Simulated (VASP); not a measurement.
Here is the system:

```
Li2O
1.0
    0.00000     2.30884     2.30884
    2.30884     0.00000     2.30884
    2.30884     2.30884     0.00000
Li O
2 1
Direct
  0.25000   0.25000   0.25000
  0.75000   0.75000   0.75000
  0.00000   0.00000   0.00000
```

These are PBE GGA, VASP's PBE PAW potentials (set 64) (plane waves; VASP 6.6.1) values and carry that method's errors. Numerical set-up: 400 eV cut-off, 12×12×12 Γ-centred mesh, Fermi-Dirac smearing of 0.010 eV, potentials Li_sv O.

At this cut-off the stress carries a Pulay error, which pulls relaxed volumes low.

Q: Give the stress tensor in GPa (positive for a compressed cell).

A: 
```
-7.99   0.00   0.00
 0.00  -7.99   0.00
 0.00   0.00  -7.99
```
The pressure is its mean diagonal, -7.99 GPa.

The structure is a typed Li2O crystal (Fm-3m). The cell was not relaxed at this level.
